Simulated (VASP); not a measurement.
# Nb2SnSe (P4/nmm) in VASP: further runs, part 2 of 2

VASP 6.6.1.

## Step 3: Relaxation of cell and atoms, PBE

This run uses another cell than the first one, of 20.28 Å³/atom, 0.979 times its volume.

File INCAR:

```
ALGO     = Normal         # electronic algorithm
EDIFF    = 1E-7           # SCF threshold, eV
EDIFFG   = -0.005         # ionic threshold
ENCUT    = 520            # plane-wave cutoff, eV
GGA      = PE             # functional
IBRION   = 2              # ionic algorithm
ISIF     = 3              # what is computed and relaxed
ISMEAR   = 0              # smearing method
KPAR     = 8            
LASPH    = T              # aspherical terms in the spheres
LCHARG   = F              # write CHGCAR
LREAL    = F              # projectors in reciprocal space
LWAVE    = F              # write WAVECAR
NELM     = 120            # most SCF steps
NSW      = 60             # ionic steps
POTIM    = 0.3            # step
PREC     = Accurate       # precision mode
SIGMA    = 0.1            # smearing width, eV
```

File KPOINTS:

```
k-points
0
Gamma
  10 10 2
```

File POSCAR:

```
Nb2SnSe                                 
1.0
    3.3989706429     -0.0000000000     -0.0000000000
    0.0000000000      3.3989706429     -0.0000000000
   -0.0000000000      0.0000000000     14.0442171849
  Nb              Sn              Se            
     4     2     2
Direct
     0.5000000000000000    0.0000000000000000    0.7016892729157472
     0.5000000000000000    0.0000000000000000    0.9499600686989735
     0.0000000000000000    0.5000000000000000    0.0500399313010263
     0.0000000000000000    0.5000000000000000    0.2983107270842527
     0.0000000000000000    0.5000000000000000    0.8333171246957127
     0.5000000000000000    0.0000000000000000    0.1666828753042873
     0.0000000000000000    0.5000000000000000    0.6056574304714049
     0.5000000000000000    0.0000000000000000    0.3943425695285953
```

Potentials or basis: VASP PAW PBE potentials, release 64 (Nb_sv, Sn_d, Se).

On the command line:

```sh
$ cat potpaw_PBE.64/Nb_sv/POTCAR potpaw_PBE.64/Sn_d/POTCAR potpaw_PBE.64/Se/POTCAR > POTCAR
$ mpirun -np 8 vasp_std > vasp.out
```

OUTCAR:

```text
EDIFF = 1E-7
   EDIFFG = -0.005
   ENCUT = 520
   GGA = PE
   IBRION = 2
   ISIF = 3
   ISMEAR = 0
   LASPH = T
   LREAL = F
   NELM = 120
   NSW = 60
   POTIM = 0.3
   PREC = Accurate

 ion  position               nearest neighbor table
   1  0.500  0.000  0.702-   7 2.76   7 2.76   7 2.76   7 2.76   5 3.03   5 3.03   5 3.03   5 3.03

   2  0.500  0.000  0.950-   3 2.78   3 2.78   3 2.78   3 2.78   5 2.91   5 2.91   5 2.91   5 2.91
                             6 3.04
   3  0.000  0.500  0.050-   2 2.78   2 2.78   2 2.78   2 2.78   6 2.91   6 2.91   6 2.91   6 2.91
                             5 3.04
   4  0.000  0.500  0.298-   8 2.76   8 2.76   8 2.76   8 2.76   6 3.03   6 3.03   6 3.03   6 3.03

   5  0.000  0.500  0.833-   2 2.91   2 2.91   2 2.91   2 2.91   1 3.03   1 3.03   1 3.03   1 3.03
                             3 3.04   7 3.20
   6  0.500  0.000  0.167-   3 2.91   3 2.91   3 2.91   3 2.91   4 3.03   4 3.03   4 3.03   4 3.03
                             2 3.04   8 3.20
   7  0.000  0.500  0.606-   1 2.76   1 2.76   1 2.76   1 2.76   5 3.20
   8  0.500  0.000  0.394-   4 2.76   4 2.76   4 2.76   4 2.76   6 3.20

  LATTYP: Found a simple tetragonal cell.
 ALAT       =     3.3989706429
 C/A-ratio  =     4.1319030555

  Lattice vectors:

 A1 = (   3.3989706429,   0.0000000000,   0.0000000000)
 A2 = (   0.0000000000,   3.3989706429,   0.0000000000)
 A3 = (   0.0000000000,   0.0000000000,  14.0442171849)

Analysis of symmetry for initial positions (statically):
=====================================================================
 Subroutine PRICEL returns:
 Original cell was already a primitive cell.

 Routine SETGRP: Setting up the symmetry group for a
 simple tetragonal supercell.

 Subroutine GETGRP returns: Found 16 space group operations
 (whereof  8 operations were pure point group operations)
 out of a pool of 16 trial point group operations.

The static configuration has the point symmetry D_2d.
 The point group associated with its full space group is D_4h.

[... 211 lines left out ...]
  ---------------------------------------------------
  free  energy   TOTEN  =       -57.5626750369 eV

  energy  without entropy=      -57.5381030515  energy(sigma->0) =      -57.55038904

--------------------------------------- Ionic step        2  -------------------------------------------

 number of electron      91.9999986 magnetization

 Free energy of the ion-electron system (eV)
  ---------------------------------------------------
  ext. energy  EPLUGINS =         0.00000000
  ---------------------------------------------------
  free energy    TOTEN  =       -57.56267859 eV

  energy without entropy =      -57.53806745  energy(sigma->0) =      -57.55037302

 E-fermi :   9.3823     XC(G=0): -11.3880

 val. band max:        9.3800940910   @ k =   0.0000   0.0000   0.5000
 cond. band min:       9.4006490024   @ k =   0.5000   0.5000   0.5000
 fundamental gap:      0.0205549114
 Fermi energy:         9.3822799320

 k-point     1 :       0.0000    0.0000    0.0000
  band No.  band energies     occupation
      1     -45.9969      2.00000
      2     -45.9969      2.00000
      3     -45.3053      2.00000
      4     -45.0238      2.00000
      5     -22.0416      2.00000
      6     -22.0403      2.00000
[... 1381 lines left out ...]
     54      11.6677      0.00000
     55      11.8697      0.00000

 [... further k-points ...]

------------------------ aborting loop because EDIFF is reached ----------------------------------------

  FORCE on cell =-STRESS in cart. coord.  units (eV):
  Direction    XX          YY          ZZ          XY          YZ          ZX
  --------------------------------------------------------------------------------------
  -------------------------------------------------------------------------------------
  Total       -0.0018398     -0.0018398      0.0052937      0.0000000      0.0000000      0.0000000
  in kB       -0.0181667     -0.0181667      0.0522716      0.0000000      0.0000000      0.0000000
  external PRESSURE =       0.0053127 kB  Pullay stress =       0.0000000 kB

 VOLUME and BASIS-vectors are now :
 -----------------------------------------------------------------------------
  energy-cutoff  :      520.00
  volume of cell :      162.26
      direct lattice vectors                 reciprocal lattice vectors
     3.398997714  0.000000000  0.000000000     0.294204376  0.000000000  0.000000000
     0.000000000  3.398997714 -0.000000000     0.000000000  0.294204376  0.000000000
     0.000000000  0.000000000 14.044349351     0.000000000  0.000000000  0.071203014

 POSITION                                       TOTAL-FORCE (eV/Angst)
 -----------------------------------------------------------------------------------
      1.69950      0.00000      9.85478        -0.000000     -0.000000      0.000023
      1.69950      0.00000     13.34182         0.000000     -0.000000      0.004468
      0.00000      1.69950      0.70253        -0.000000     -0.000000     -0.004468
      3.39900      1.69950      4.18957        -0.000000      0.000000     -0.000023
      0.00000      1.69950     11.70333        -0.000000     -0.000000     -0.001481
      1.69950      0.00000      2.34102         0.000000     -0.000000      0.001481
      3.39900      1.69950      8.50603        -0.000000      0.000000     -0.000873
      1.69950      0.00000      5.53832        -0.000000     -0.000000      0.000873
 -----------------------------------------------------------------------------------
    total drift:                                0.000000     -0.000000      0.000000

  FREE ENERGIE OF THE ION-ELECTRON SYSTEM (eV)
  ---------------------------------------------------
  free  energy   TOTEN  =       -57.5626785857 eV

  energy  without entropy=      -57.5380674542  energy(sigma->0) =      -57.55037302

 reached required accuracy - stopping structural energy minimisation
```

OSZICAR:

```text
N       E                     dE             d eps       ncg     rms          rms(c)
DAV:   1     0.142408523424E+04    0.14241E+04   -0.44627E+04  4877   0.216E+03
DAV:   2     0.179607351680E+03   -0.12445E+04   -0.12165E+04  4636   0.772E+02
DAV:   3    -0.376870810707E+02   -0.21729E+03   -0.20965E+03  6434   0.265E+02
DAV:   4    -0.596168343187E+02   -0.21930E+02   -0.21285E+02  6936   0.765E+01
[... 17 lines left out ...]
DAV:   2    -0.575626789012E+02   -0.36769E-05   -0.41617E-05  5664   0.353E-02    0.326E-03
DAV:   3    -0.575626789744E+02   -0.73182E-07   -0.28859E-06  6760   0.811E-03    0.269E-03
DAV:   4    -0.575626788191E+02    0.15536E-06   -0.96253E-07  4920   0.382E-03    0.169E-03
DAV:   5    -0.575626786763E+02    0.14278E-06   -0.20228E-07  3497   0.263E-03    0.560E-04
DAV:   6    -0.575626785857E+02    0.90608E-07   -0.56767E-08  3192   0.168E-03
   2 F= -.57562679E+02 E0= -.57550373E+02  d E =-.354875E-05
```

Run time: 3 min. Hardware: 8 MPI ranks of Intel Xeon Platinum 8259CL at 2.50GHz (Skylake/Cascade Lake), shared host; peak memory 0.54 GiB.

What came out:

- Free energy: -57.5627 eV
- Energy gained by relaxing: 0.0 meV/atom
- Ionic steps: 2
- Pressure after relaxing: 0.0 GPa
- Largest force after relaxing: 0.004 eV/Å
- Band gap on the k mesh: none (metal or under the smearing width)

Forces on the atoms (eV/Å):
```
Nb   0.000  0.000  0.000
Nb   0.000  0.000  0.004
Nb   0.000  0.000 -0.004
Nb   0.000  0.000  0.000
Sn   0.000  0.000 -0.001
Sn   0.000  0.000  0.001
Se   0.000  0.000 -0.001
Se   0.000  0.000  0.001
```

Final structure:
```xyz
8
Lattice="3.3990 0.0000 0.0000 0.0000 3.3990 0.0000 0.0000 0.0000 14.0443" Properties=species:S:1:pos:R:3 pbc="T T T"
Nb    1.6995    0.0000    9.8548
Nb    1.6995    0.0000   13.3418
Nb    0.0000    1.6995    0.7025
Nb    3.3990    1.6995    4.1896
Sn    0.0000    1.6995   11.7033
Sn    1.6995    0.0000    2.3410
Se    3.3990    1.6995    8.5060
Se    1.6995    0.0000    5.5383
```

Levels at points of the mesh, in eV from the Fermi level:
```csv
k point,band 42,band 43,band 44,band 45,band 46,band 47,band 48,band 49,band 50,band 51
"(0.00, 0.00, 0.00)",-0.18,-0.18,0.04,0.04,0.05,0.43,0.69,1.17,1.19,1.19
"(0.50, 0.00, 0.00)",-1.51,-1.34,-1.34,-0.98,-0.98,0.65,0.65,1.48,1.48,2.35
"(0.50, 0.50, 0.00)",-0.77,-0.77,-0.77,-0.41,-0.41,0.80,0.80,1.82,1.82,2.13
"(0.00, 0.00, 0.50)",-0.16,-0.16,0.00,0.00,0.05,0.32,0.69,1.10,1.19,1.19
"(0.50, 0.00, 0.50)",-1.79,-1.34,-1.34,-0.87,-0.87,0.65,0.65,1.48,1.48,2.33
"(0.50, 0.50, 0.50)",-1.07,-0.77,-0.77,0.02,0.02,0.75,0.75,1.90,1.90,1.99
```

Caveat: this functional lacks dispersion, which binds the layers, so the pressure and a relaxed spacing across them are unreliable.

## Step 4: Relaxation of cell and atoms, PBE

File INCAR:

```
SYSTEM = Nb2SnSe
PREC = Accurate
ENCUT = 520
EDIFF = 1E-6
ISMEAR = 0
SIGMA = 0.1
LREAL = .False.
LASPH = .True.
NELM = 120
ALGO = Normal
ISIF = 3
LWAVE = .False.
LCHARG = .False.
GGA = PE
IBRION = 2
NSW = 90
EDIFFG = -0.01
KPAR = 4
```

File KPOINTS:

```
Automatic mesh
0
Gamma
  10 10 2
  0 0 0
```

File POSCAR:

```
Nb2SnSe
1.0
    3.3820000000      0.0000000000      0.0000000000
    0.0000000000      3.3820000000      0.0000000000
    0.0000000000      0.0000000000     14.4850000000
Nb Sn Se
4 2 2
Direct
    0.5000000000      0.0000000000      0.7038315500
    0.5000000000      0.0000000000      0.9538833300
    0.0000000000      0.5000000000      0.0461166700
    0.0000000000      0.5000000000      0.2961684500
    0.0000000000      0.5000000000      0.8349326900
    0.5000000000      0.0000000000      0.1650673100
    0.0000000000      0.5000000000      0.6105626500
    0.5000000000      0.0000000000      0.3894373500
```

On the command line:

```sh
$ cat potpaw_PBE.64/Nb_sv/POTCAR potpaw_PBE.64/Sn_d/POTCAR potpaw_PBE.64/Se/POTCAR > POTCAR
$ mpirun -np 4 vasp_std > vasp.out
```

It took 36 min on 4 MPI ranks of Intel Xeon Platinum 8488C (Sapphire Rapids), shared host; peak memory 0.5 GiB.

The run converged. Its results:

```yaml
Free_energy: -57.5640 eV
Relaxed_volume: 20.28 Å³/atom
Relaxed_cell: a = 3.399 Å, b = 3.399 Å, c = 14.044 Å, α = 90.00°, β = 90.00°, γ = 90.00°
Space_group_after_relaxing_to_0.05_Å: P4/nmm (No. 129)
Energy_gained_by_relaxing: 4.3 meV/atom
Ionic_steps: 27
Pressure_after_relaxing: 0.0 GPa
Largest_force_after_relaxing: 0.009 eV/Å
Band_gap_on_the_k_mesh: none (metal or under the smearing width)
```

Forces on the atoms (eV/Å):
```
Nb   0.000  0.000  0.000
Nb   0.000  0.000  0.009
Nb   0.000  0.000 -0.009
Nb   0.000  0.000  0.000
Sn   0.000  0.000 -0.002
Sn   0.000  0.000  0.002
Se   0.000  0.000 -0.001
Se   0.000  0.000  0.001
```

The path:
| step | energy change (eV) | largest force (eV/Å) | pressure (GPa) | volume (Å³) |
| --- | --- | --- | --- | --- |
| 1 | 0.0000 | 0.5071 | -0.38 | 165.68 |
| 2 | -0.0209 | 0.1955 | 0.16 | 164.51 |
| 3 | -0.0239 | 0.0680 | 0.51 | 163.86 |
| 4 | -0.0277 | 0.1484 | -0.62 | 165.04 |
| 5 | -0.0283 | 0.1127 | -0.33 | 164.73 |
| 6 | -0.0318 | 0.0177 | -0.03 | 164.17 |
| 7 | -0.0319 | 0.0235 | 0.04 | 164.05 |
| 8 | -0.0320 | 0.0187 | -0.05 | 164.14 |
| 9 | -0.0320 | 0.0172 | -0.09 | 164.17 |
| 10 | -0.0321 | 0.0171 | -0.06 | 164.09 |
| 11 | -0.0322 | 0.0260 | 0.02 | 163.91 |
| 12 | -0.0323 | 0.0245 | 0.02 | 163.88 |
| 13 | -0.0326 | 0.0213 | -0.01 | 163.78 |
| 14 | -0.0330 | 0.0295 | -0.06 | 163.57 |
| 15 | -0.0334 | 0.0555 | -0.15 | 163.15 |
| 16 | -0.0335 | 0.0528 | -0.13 | 163.09 |
| 17 | -0.0337 | 0.0460 | -0.07 | 162.92 |
| 18 | -0.0339 | 0.0437 | 0.05 | 162.59 |
| 19 | -0.0338 | 0.0399 | 0.30 | 161.92 |
| 20 | -0.0340 | 0.0418 | 0.16 | 162.32 |
| 21 | -0.0341 | 0.0350 | 0.13 | 162.26 |
| 22 | -0.0343 | 0.0173 | 0.05 | 162.10 |
| 23 | -0.0343 | 0.0149 | 0.02 | 162.17 |
| 24 | -0.0343 | 0.0106 | -0.04 | 162.27 |
| 25 | -0.0344 | 0.0129 | -0.02 | 162.26 |
| 26 | -0.0344 | 0.0153 | 0.00 | 162.25 |
| 27 | -0.0344 | 0.0091 | 0.00 | 162.25 |

Final structure:
```
Nb Sn Se
1.0
     3.39897    0.00000    0.00000
     0.00000    3.39897    0.00000
     0.00000    0.00000   14.04422
Nb Sn Se
4 2 2
Cartesian
  1.6995 0.0000 9.8547
  1.6995 0.0000 13.3414
  0.0000 1.6995 0.7028
  0.0000 1.6995 4.1895
  0.0000 1.6995 11.7033
  1.6995 0.0000 2.3409
  0.0000 1.6995 8.5060
  1.6995 0.0000 5.5382
```

Levels at points of the mesh, in eV from the Fermi level:
```
           k point  band 44  band 45  band 46  band 47  band 48  band 49
(0.00, 0.00, 0.00)     0.04     0.04     0.05     0.43     0.69     1.17
(0.50, 0.00, 0.00)    -1.34    -0.98    -0.98     0.65     0.65     1.48
(0.50, 0.50, 0.00)    -0.77    -0.41    -0.41     0.80     0.80     1.82
(0.00, 0.00, 0.50)     0.00     0.00     0.05     0.32     0.69     1.10
(0.50, 0.00, 0.50)    -1.34    -0.87    -0.87     0.65     0.65     1.48
(0.50, 0.50, 0.50)    -0.77     0.02     0.02     0.75     0.75     1.90
```

Caveat: this functional lacks dispersion, which binds the layers, so the pressure and a relaxed spacing across them are unreliable.
